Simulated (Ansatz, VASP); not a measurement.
**TiRh in VASP and in Ansatz**

```
CELL_PARAMETERS angstrom
2.90024 0.00000 0.00000
0.00000 2.90024 0.00000
0.00000 0.00000 3.34256
ATOMIC_POSITIONS crystal
Ti 0.50000 0.50000 0.50000
Rh 0.00000 0.00000 0.00000
```

Alike in both runs: functional LDA; k mesh 14 × 14 × 12; occupations gaussian, width 0.1 eV; no spin polarisation.

Ansatz relaxed the structure, and its values are those at the end. VASP's run is a single point on that final structure, the one shown.

|  | VASP | Ansatz |
| --- | --- | --- |
| version | VASP 6.6.1 | Ansatz 0.2.0 |
| potentials or method | VASP PAW LDA potentials, release 64 (Ti_sv, Rh_pv) | scalar-relativistic, plane waves, PAW |
| plane-wave cutoff (eV) | 520 | 420 |
| valence electrons in the cell | 27 | 29 |

|  | VASP | Ansatz | Ansatz less VASP |
| --- | --- | --- | --- |
| gap on the k mesh at the Fermi level (eV) | none | none | - |
| pressure (GPa) | 0.5 | 0.0 | -0.56 |

A gap of «none» marks a metal or a gap that the smearing closes. The two sets of potentials don't hold the same shells in valence.
